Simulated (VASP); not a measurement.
Level of theory: PBE GGA, VASP's PBE PAW potentials (set 64) (plane waves; VASP).

A VASP calculation is set up with these files.

File KPOINTS:
```
Automatic mesh
0
Gamma
8 8 8
0 0 0
```

**POSCAR**
```
ReS
1
    0.0000000000     2.4911560000     2.4911560000
    2.4911560000     0.0000000000     2.4911560000
    2.4911560000     2.4911560000     0.0000000000
S Re
1 1
Direct
  0.0000000000   0.0000000000   0.0000000000
  0.5000000000   0.5000000000   0.5000000000
```

### INCAR
```
# general
SYSTEM =ReS
PREC   =Accurate
ENCUT  =400
LREAL  =F   # projection in real space or not
LASPH  =T   # aspherical one-centre terms

# electronic loop
EDIFF  =1E-6   # SCF stop (eV)
NELM   =100
ALGO   =Normal
IMIX   =1
AMIX   =0.05
BMIX   =0.0001
LMAXMIX=6

# smearing
ISMEAR =0
SIGMA  =0.05   # width (eV)

# functional
GGA    =PE   # PBE

# ions
ISIF   =2   # forces and stress, cell fixed

# output
LWAVE  =F
LCHARG =F
```

POTCAR, in this order: S Re (PBE.64 set). Program: vasp_std.

The run wrote:

**OUTCAR**
```
 ion  position               nearest neighbor table
   1  0.000  0.000  0.000-   2 2.49   2 2.49   2 2.49   2 2.49   2 2.49   2 2.49
   2  0.500  0.500  0.500-   1 2.49   1 2.49   1 2.49   1 2.49   1 2.49   1 2.49
  LATTYP: Found a face centered cubic cell.
 ALAT       =     4.9823120000
 Subroutine PRICEL returns:
 Original cell was already a primitive cell.
 Subroutine GETGRP returns: Found 48 space group operations
The static configuration has the point symmetry O_h .
The dynamic configuration has the point symmetry O_h .
 Subroutine INISYM returns: Found 48 space group operations
 Subroutine IBZKPT returns following result:
 Found     29 irreducible k-points:

 Following reciprocal coordinates:
            Coordinates               Weight
  0.000000  0.000000  0.000000      1.000000
  0.125000  0.000000  0.000000      8.000000
  0.250000  0.000000  0.000000      8.000000
  0.375000  0.000000  0.000000      8.000000
  0.500000  0.000000  0.000000      4.000000
  0.125000  0.125000  0.000000      6.000000
  0.250000  0.125000  0.000000     24.000000
  0.375000  0.125000  0.000000     24.000000
  0.500000  0.125000  0.000000     24.000000
 -0.375000  0.125000  0.000000     24.000000
 -0.250000  0.125000  0.000000     24.000000
 -0.125000  0.125000  0.000000     12.000000
  0.250000  0.250000  0.000000      6.000000
  0.375000  0.250000  0.000000     24.000000
  0.500000  0.250000  0.000000     24.000000
 -0.375000  0.250000  0.000000     24.000000
 -0.250000  0.250000  0.000000     12.000000
  0.375000  0.375000  0.000000      6.000000
  0.500000  0.375000  0.000000     24.000000
 -0.375000  0.375000  0.000000     12.000000
  0.500000  0.500000  0.000000      3.000000
  0.375000  0.250000  0.125000     24.000000
  0.500000  0.250000  0.125000     48.000000
 -0.375000  0.250000  0.125000     24.000000
  0.500000  0.375000  0.125000     24.000000
 -0.375000  0.375000  0.125000     48.000000
 -0.250000  0.375000  0.125000     24.000000
 -0.375000  0.500000  0.125000     12.000000
 -0.250000  0.500000  0.250000      6.000000
   k-points           NKPTS =     29   k-points in BZ     NKDIM =     29   number of bands    NBANDS=     10
   number of dos      NEDOS =    301   number of ions     NIONS =      2
   total plane-waves  NPLWV =  13824
   dimension x,y,z NGX =    24 NGY =   24 NGZ =   24
   dimension x,y,z NGXF=    48 NGYF=   48 NGZF=   48
   ions per type =               1   1
   PREC   = accura    normal or accurate (medium, high low for compatibility)
   ISTART =      0    job   : 0-new  1-cont  2-samecut
   ICHARG =      2    charge: 1-file 2-atom 10-const
   ISPIN  =      1    spin polarized calculation?
   LNONCOLLINEAR =      F non collinear calculations
   LSORBIT =      F    spin-orbit coupling
   INIWAV =      1    electr: 0-lowe 1-rand  2-diag
   ENCUT  =  400.0 eV  29.40 Ry    5.42 a.u.   5.75  5.75  5.75*2*pi/ulx,y,z
   NELM   =    100;   NELMIN=  2; NELMDL= -5     # of ELM steps
   EDIFF  = 0.1E-05   stopping-criterion for ELM
   LREAL  =      F    real-space projection
   NLSPLINE    = F    spline interpolate recip. space projectors
   LMAXMIX     =    6 max onsite mixed and CHGCAR
   VOSKOWN=      0    Vosko Wilk Nusair interpolation
   EDIFFG = 0.1E-04   stopping-criterion for IOM
   NSW    =      0    number of steps for IOM
   NBLOCK =      1;   KBLOCK =      1    inner block; outer block
   IBRION =     -1    ionic relax: 0-MD 1-quasi-New 2-CG
   NFREE  =      0    steps in history (QN), initial steepest desc. (CG)
   ISIF   =      2    stress and relaxation
   ISYM   =      2    0-nonsym 1-usesym 2-fastsym
   TEIN   =    0.0    initial temperature
   TEBEG  =    0.0;   TEEND  =   0.0 temperature during run
   SMASS  =  -3.00    Nose mass-parameter (am)
...
```

OSZICAR:
```
       N       E                     dE             d eps       ncg     rms          rms(c)
DAV:   1     0.304040578462E+02    0.30404E+02   -0.51521E+03   928   0.118E+03
DAV:   2    -0.127516560779E+02   -0.43156E+02   -0.40821E+02   938   0.248E+02
DAV:   3    -0.149975395048E+02   -0.22459E+01   -0.20500E+01  1068   0.581E+01
DAV:   4    -0.150894275886E+02   -0.91888E-01   -0.65183E-01  1024   0.661E+00
DAV:   5    -0.150914621636E+02   -0.20346E-02   -0.20095E-02   938   0.697E-01    0.256E+01
DAV:   6    -0.149172445437E+02    0.17422E+00   -0.72855E-02  1022   0.661E+00    0.234E+01
DAV:   7    -0.147937305800E+02    0.12351E+00   -0.54966E-02  1076   0.562E+00    0.215E+01
DAV:   8    -0.147063564550E+02    0.87374E-01   -0.36600E-02  1034   0.474E+00    0.198E+01
DAV:   9    -0.146444578574E+02    0.61899E-01   -0.25677E-02  1046   0.399E+00    0.183E+01
DAV:  10    -0.146005712381E+02    0.43887E-01   -0.17760E-02  1058   0.335E+00    0.170E+01
DAV:  11    -0.145695864585E+02    0.30985E-01   -0.12702E-02  1054   0.279E+00    0.158E+01
DAV:  12    -0.145477039487E+02    0.21883E-01   -0.82542E-03  1066   0.231E+00    0.147E+01
DAV:  13    -0.145321403665E+02    0.15564E-01   -0.55808E-03  1106   0.191E+00    0.137E+01
DAV:  14    -0.145209428663E+02    0.11198E-01   -0.37438E-03  1082   0.157E+00    0.128E+01
DAV:  15    -0.145127620174E+02    0.81808E-02   -0.25246E-03  1114   0.129E+00    0.120E+01
DAV:  16    -0.145066694427E+02    0.60926E-02   -0.16965E-03  1130   0.106E+00    0.113E+01
DAV:  17    -0.145020319751E+02    0.46375E-02   -0.11532E-03  1128   0.868E-01    0.106E+01
DAV:  18    -0.144984225247E+02    0.36095E-02   -0.79054E-04  1136   0.714E-01    0.998E+00
DAV:  19    -0.144955531379E+02    0.28694E-02   -0.55201E-04  1138   0.589E-01    0.940E+00
DAV:  20    -0.144932286411E+02    0.23245E-02   -0.39265E-04  1144   0.488E-01    0.886E+00
DAV:  21    -0.144913150549E+02    0.19136E-02   -0.28501E-04  1144   0.405E-01    0.835E+00
DAV:  22    -0.144897187991E+02    0.15963E-02   -0.21147E-04  1144   0.338E-01    0.788E+00
DAV:  23    -0.144883730902E+02    0.13457E-02   -0.16018E-04  1144   0.284E-01    0.744E+00
DAV:  24    -0.144872290980E+02    0.11440E-02   -0.12373E-04  1144   0.239E-01    0.703E+00
DAV:  25    -0.144862502309E+02    0.97887E-03   -0.97280E-05  1128   0.202E-01    0.664E+00
DAV:  26    -0.144854083947E+02    0.84184E-03   -0.77690E-05  1112   0.172E-01    0.627E+00
DAV:  27    -0.144846815429E+02    0.72685E-03   -0.62882E-05  1096   0.147E-01    0.593E+00
DAV:  28    -0.144840520346E+02    0.62951E-03   -0.51691E-05  1060   0.126E-01    0.561E+00
DAV:  29    -0.144835054978E+02    0.54654E-03   -0.42558E-05  1026   0.108E-01    0.531E+00
DAV:  30    -0.144830300716E+02    0.47543E-03   -0.35627E-05   960   0.935E-02    0.502E+00
DAV:  31    -0.144826158612E+02    0.41421E-03   -0.29804E-05   966   0.811E-02    0.475E+00
DAV:  32    -0.144822545041E+02    0.36136E-03   -0.25007E-05   906   0.707E-02    0.450E+00
DAV:  33    -0.144819389123E+02    0.31559E-03   -0.21191E-05   910   0.618E-02    0.426E+00
DAV:  34    -0.144816630305E+02    0.27588E-03   -0.17875E-05   878   0.543E-02    0.403E+00
DAV:  35    -0.144814216581E+02    0.24137E-03   -0.15181E-05   896   0.479E-02    0.382E+00
DAV:  36    -0.144812103204E+02    0.21134E-03   -0.12907E-05   870   0.425E-02    0.362E+00
DAV:  37    -0.144810251562E+02    0.18516E-03   -0.11016E-05   880   0.379E-02    0.343E+00
DAV:  38    -0.144808628290E+02    0.16233E-03   -0.94073E-06   856   0.339E-02    0.325E+00
DAV:  39    -0.144807204461E+02    0.14238E-03   -0.80482E-06   902   0.305E-02    0.308E+00
DAV:  40    -0.144805954889E+02    0.12496E-03   -0.68872E-06   832   0.276E-02    0.292E+00
DAV:  41    -0.144804857718E+02    0.10972E-03   -0.58571E-06   828   0.252E-02    0.277E+00
DAV:  42    -0.144803893950E+02    0.96377E-04   -0.51376E-06   766   0.232E-02    0.262E+00
DAV:  43    -0.144803046930E+02    0.84702E-04   -0.43914E-06   712   0.215E-02    0.248E+00
DAV:  44    -0.144802302180E+02    0.74475E-04   -0.39036E-06   634   0.213E-02    0.236E+00
DAV:  45    -0.144801646888E+02    0.65529E-04   -0.33993E-06   556   0.214E-02    0.223E+00
DAV:  46    -0.144801070558E+02    0.57633E-04   -0.42715E-06   578   0.233E-02    0.212E+00
DAV:  47    -0.144800563612E+02    0.50695E-04   -0.29538E-06   580   0.205E-02    0.201E+00
DAV:  48    -0.144800117376E+02    0.44624E-04   -0.30622E-06   510   0.195E-02    0.191E+00
DAV:  49    -0.144799724400E+02    0.39298E-04   -0.21503E-06   450   0.207E-02    0.181E+00
DAV:  50    -0.144799378150E+02    0.34625E-04   -0.24318E-06   440   0.239E-02    0.172E+00
DAV:  51    -0.144799073957E+02    0.30419E-04   -0.28907E-06   452   0.262E-02    0.163E+00
DAV:  52    -0.144798806268E+02    0.26769E-04   -0.23297E-06   448   0.216E-02    0.154E+00
DAV:  53    -0.144798570520E+02    0.23575E-04   -0.17818E-06   428   0.221E-02    0.147E+00
DAV:  54    -0.144798363136E+02    0.20738E-04   -0.19273E-06   422   0.222E-02    0.139E+00
DAV:  55    -0.144798180275E+02    0.18286E-04   -0.12496E-06   394   0.218E-02    0.132E+00
DAV:  56    -0.144798020061E+02    0.16021E-04   -0.21539E-06   444   0.254E-02    0.125E+00
DAV:  57    -0.144797878916E+02    0.14115E-04   -0.10585E-06   392   0.182E-02    0.119E+00
DAV:  58    -0.144797755076E+02    0.12384E-04   -0.15147E-06   400   0.197E-02    0.113E+00
DAV:  59    -0.144797646065E+02    0.10901E-04   -0.87360E-07   362   0.186E-02    0.107E+00
DAV:  60    -0.144797550101E+02    0.95964E-05   -0.78153E-07   324   0.171E-02    0.102E+00
DAV:  61    -0.144797465748E+02    0.84353E-05   -0.71989E-07   334   0.217E-02    0.966E-01
DAV:  62    -0.144797391775E+02    0.73973E-05   -0.89834E-07   356   0.199E-02    0.918E-01
DAV:  63    -0.144797326866E+02    0.64908E-05   -0.74131E-07   312   0.222E-02    0.871E-01
DAV:  64    -0.144797270242E+02    0.56624E-05   -0.93880E-07   358   0.204E-02    0.828E-01
DAV:  65    -0.144797220581E+02    0.49661E-05   -0.64741E-07   326   0.211E-02    0.786E-01
DAV:  66    -0.144797177235E+02    0.43347E-05   -0.67668E-07   320   0.191E-02    0.747E-01
DAV:  67    -0.144797139402E+02    0.37833E-05   -0.58006E-07   322   0.205E-02    0.708E-01
DAV:  68    -0.144797106425E+02    0.32976E-05   -0.53207E-07   306   0.181E-02    0.674E-01
DAV:  69    -0.144797077704E+02    0.28722E-05   -0.44873E-07   296   0.193E-02    0.639E-01
DAV:  70    -0.144797052784E+02    0.24920E-05   -0.44082E-07   304   0.179E-02    0.608E-01
DAV:  71    -0.144797031177E+02    0.21606E-05   -0.39749E-07   290   0.178E-02    0.577E-01
DAV:  72    -0.144797012533E+02    0.18644E-05   -0.37839E-07   290   0.169E-02    0.548E-01
DAV:  73    -0.144796996454E+02    0.16079E-05   -0.33465E-07   306   0.168E-02    0.521E-01
DAV:  74    -0.144796982643E+02    0.13811E-05   -0.33094E-07   290   0.161E-02    0.495E-01
DAV:  75    -0.144796970837E+02    0.11806E-05   -0.27090E-07   290   0.160E-02    0.470E-01
DAV:  76    -0.144796960764E+02    0.10073E-05   -0.25528E-07   290   0.155E-02    0.447E-01
DAV:  77    -0.144796952218E+02    0.85454E-06   -0.23507E-07   290   0.139E-02
   1 F= -.14479695E+02 E0= -.14475892E+02  d E =-.760594E-02
```

### OUTCAR
```
------------------------ aborting loop because EDIFF is reached ----------------------------------------
  FORCE on cell =-STRESS in cart. coord.  units (eV):
  Direction    XX          YY          ZZ          XY          YZ          ZX
  --------------------------------------------------------------------------------------
  Total       -1.1509798     -1.1509798     -1.1509798      0.0000000     -0.0000000      0.0000000
  in kB      -59.6410843    -59.6410843    -59.6410843      0.0000000     -0.0000000      0.0000000
  external PRESSURE =     -59.6410843 kB  Pullay stress =       0.0000000 kB
  volume of cell :       30.92
      direct lattice vectors                 reciprocal lattice vectors
     0.000000000  2.491156000  2.491156000    -0.200710032  0.200710032  0.200710032
     2.491156000  0.000000000  2.491156000     0.200710032 -0.200710032  0.200710032
     2.491156000  2.491156000  0.000000000     0.200710032  0.200710032 -0.200710032
 POSITION                                       TOTAL-FORCE (eV/Angst)
 -----------------------------------------------------------------------------------
      0.00000      0.00000      0.00000         0.000000      0.000000      0.000000
      2.49116      2.49116      2.49116         0.000000     -0.000000      0.000000
 -----------------------------------------------------------------------------------
    total drift:                                0.000000     -0.000000     -0.000000
  FREE ENERGIE OF THE ION-ELECTRON SYSTEM (eV)
  ---------------------------------------------------
  free  energy   TOTEN  =       -14.4796952218 eV

  energy  without entropy=      -14.4720892841  energy(sigma->0) =      -14.47589225
```
(Selected blocks of OUTCAR.)

The structure was generated: ReS was put into the rocksalt type (Fm-3m), which need not be its known phase. The cell was not relaxed at this level. The run is one of a series of settings (AMIX = 0.05, BMIX = 0.0001, IMIX = 1 against the base run), some of them coarse on purpose. The electron count is odd and the run is not spin-polarised, which forces a metal.
